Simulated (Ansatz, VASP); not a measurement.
Given: the input of a run of Ansatz 0.2.0 on BaMg6Cu. The cell comes from a database or a generator and needn't be the stable form of this composition.

File input.yaml:

```yaml
crystal:
  lattice:
    - [4.98936, 0.0, 0.0]
    - [0.0, 3.041657, 7.0093915]
    - [0.0, -3.041657, 7.0093915]
  atoms:
    - { symbol: Ba, position: [0.5, 0.706593, 0.706593] }
    - { symbol: Cu, position: [0.5, 0.097847, 0.097847] }
    - { symbol: Mg, position: [0.0, 0.873706, 0.873706] }
    - { symbol: Mg, position: [0.0, 0.289749, 0.289749] }
    - { symbol: Mg, position: [0.0, 0.314417, 0.832941] }
    - { symbol: Mg, position: [0.0, 0.832941, 0.314417] }
    - { symbol: Mg, position: [0.5, 0.19903, 0.685714] }
    - { symbol: Mg, position: [0.5, 0.685714, 0.19903] }
hamiltonian:
  xc: lda
  pseudopotentials: { kind: paw }
kpoints:
  mp_grid: { grid: [6, 5, 5] }
scf:
  occupations: { method: gaussian, width: 0.1 }
output:
  forces: true
  stress: true
  eigenvalues: true
```

Potentials or basis: Ansatz PAW.

The run is started by

```bash
$ ansatz run input.yaml --threads 4 --pin off --max-ram 11264MiB --backend cpu --events-out ev --progress --plain --runs-dir out
```

Task: Translate it to VASP 6.6.1. Potentials or basis there: LDA PAW files Ba_sv_GW, Cu_GW, Mg_GW, 550 eV.

Result: As run (cutoffs and basis follow the program's own potentials, and thresholds, step limits or extra output files can differ):

Contents of INCAR:

```
SYSTEM = BaMg6Cu
PREC = Accurate ; ENCUT = 550
EDIFF = 1E-6 ; ISMEAR = 0
SIGMA = 0.1 ; LREAL = .FALSE.
LASPH = .TRUE. ; NELM = 100
ALGO = Normal ; ISIF = 2
LWAVE = .FALSE. ; LCHARG = .TRUE.
GGA = CA ; LELF = .TRUE.
LVHAR = .TRUE.
```

KPOINTS

```
Automatic mesh
0
G
  6 5 5
  0 0 0
```

The input POSCAR:

```
BaMg6Cu
1.0
    4.9893600000      0.0000000000      0.0000000000
    0.0000000000      3.0416570000      7.0093915000
    0.0000000000     -3.0416570000      7.0093915000
Ba Cu Mg
1 1 6
Cartesian
    2.4946800000      0.0000000000      9.9055739363
    2.4946800000      0.0000000000      1.3716958602
    0.0000000000      0.0000000000     12.2482948198
    0.0000000000      0.0000000000      4.0619283555
    0.0000000000     -1.5771721543      8.0422814127
    0.0000000000      1.5771721543      8.0422814127
    2.4946800000     -1.4803257954      6.2015170733
    2.4946800000      1.4803257954      6.2015170733
```

Potentials or basis: VASP PAW LDA potentials, release 64 (Ba_sv_GW, Cu_GW, Mg_GW).

Run with:

```bash
$ cat potpaw_LDA.64/Ba_sv_GW/POTCAR potpaw_LDA.64/Cu_GW/POTCAR potpaw_LDA.64/Mg_GW/POTCAR > POTCAR
$ mpirun -np 1 vasp_std > vasp.out
```

Both were run:

|  | Ansatz | VASP |
| --- | --- | --- |
| Pressure | -2.2 GPa | -2.3 GPa |
| Largest force | 0.195 eV/Å | 0.190 eV/Å |

Ansatz's pressure holds a Pulay term of +0.01 GPa for its cutoff of 420 eV, which the other run lacks.

The potentials hold 89 and 33 valence electrons a cell.

Ansatz's potentials were made for PBE.

Where Ansatz's input types no cutoff or centring, it takes its own default and a Γ-centred mesh.

The two programs' LDA may be different fits to the electron gas.

Pressure is positive in compression.
